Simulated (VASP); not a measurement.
## TiO2 (anatase): computed properties

The numbers are results of PBEsol GGA, VASP's PBE PAW potentials (set 64) (plane waves; VASP), not measurements.

For TiO$_{2}$, the space group is I4_1/amd (141), the cell is a = b = 3.7768 Å, c = 9.5316 Å, α = β = γ = 90.00° and the volume per atom is 11.33 Å³/atom. The band gap (over mesh and band path) is 2.06 eV. The smallest direct gap (over mesh and band path) comes out as 2.41 eV and the density comes out as 3.90 g/cm³.

```yaml
crystal:
  lattice:
    - [-1.88838, 1.88838, 4.76582]
    - [1.88838, -1.88838, 4.76582]
    - [1.88838, 1.88838, -4.76582]
  atoms:
    - { symbol: Ti, position: [0.75000, 0.25000, 0.50000] }
    - { symbol: Ti, position: [0.00000, 0.00000, 0.00000] }
    - { symbol: O, position: [0.54195, 0.04195, 0.50000] }
    - { symbol: O, position: [0.79195, 0.79195, 0.00000] }
    - { symbol: O, position: [0.20805, 0.20805, 0.00000] }
    - { symbol: O, position: [0.95805, 0.45805, 0.50000] }
```

Measured: a 3.784 Å (computed value off by -0.2 %), c 9.514 Å (computed value off by +0.2 %), as given by Horn, Schwerdtfeger, Meagher, Refinement of the structure of anatase at several temperatures, Z. Kristallogr. 136, …. The calculation is for a static lattice, while the measured a, c hold thermal and zero-point effects, which are part of the difference.

The compound is TiO2 in the anatase structure, one of several forms; rutile is the usual stable one. It was relaxed first. Symmetry was kept, so distortions that lower it aren't found.
